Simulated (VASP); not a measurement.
Set up this calculation in VASP 6.6.1, as the native input.

* Task: relaxation of cell and atoms
* Functional: PBE
* Potentials or basis: VASP PAW PBE potentials, release 64 (Al, B, P)
* Cutoff: 520 eV
* k mesh: 10 × 10 × 4
* Occupations: gaussian, width 0.1 eV
* Spin: no spin polarisation
* Further INCAR settings: ALGO = Normal; EDIFF = 1e-07; IBRION = 2; POTIM = 0.3; EDIFFG = -0.005; NSW = 60; ISIF = 3

The structure of AlB3P4 lies in POSCAR:

```
AlB3P4                                  
1.0
    3.3436217310      0.0000000000     -0.0000000000
    0.0000000000      3.3436217310      0.0000000000
    0.0000000000      0.0000000000      9.8335157877
  Al              B               P             
     1     3     4
Direct
     0.0000000000000000    0.0000000000000000    0.0000000000000000
     0.5000000000000000    0.5000000000000000    0.7272976501098324
     0.0000000000000000    0.0000000000000000    0.5000000000000000
     0.5000000000000000    0.5000000000000000    0.2727023498901676
     0.0000000000000000    0.5000000000000000    0.6136182362831663
     0.5000000000000000    0.0000000000000000    0.3863817637168337
     0.0000000000000000    0.5000000000000000    0.1608126074615595
     0.5000000000000000    0.0000000000000000    0.8391873925384405
```

The cell was built by a generator and needn't be a form met in nature.

The input as run:

INCAR

```
PREC = Accurate
ENCUT = 520
EDIFF = 1E-7
ISMEAR = 0
SIGMA = 0.1
LREAL = False
LASPH = True
NELM = 120
ALGO = Normal
ISIF = 3
LWAVE = False
LCHARG = False
GGA = PE
IBRION = 2
NSW = 60
EDIFFG = -0.005
POTIM = 0.3
KPAR = 4
```

KPOINTS

```
Automatic mesh
0
Gamma
  10 10 4
```

Potentials or basis: VASP PAW PBE potentials, release 64 (Al, B, P).

Command:

```console
$ cat potpaw_PBE.64/Al/POTCAR potpaw_PBE.64/B/POTCAR potpaw_PBE.64/P/POTCAR > POTCAR
$ mpirun -np 4 vasp_std > vasp.out
```

It gave:

```json
{
  "Energy gained by relaxing": "0.0 meV/atom",
  "Ionic steps": "2",
  "Pressure after relaxing": "0.0 GPa",
  "Band gap on the k mesh": "0.51 eV, indirect (least direct gap 0.60 eV)"
}
```

Wall time 25 s on 4 MPI ranks on Intel(R) Xeon(R) 6975P-C (Granite Rapids), on a shared host, peak memory 0.32 GiB a rank.
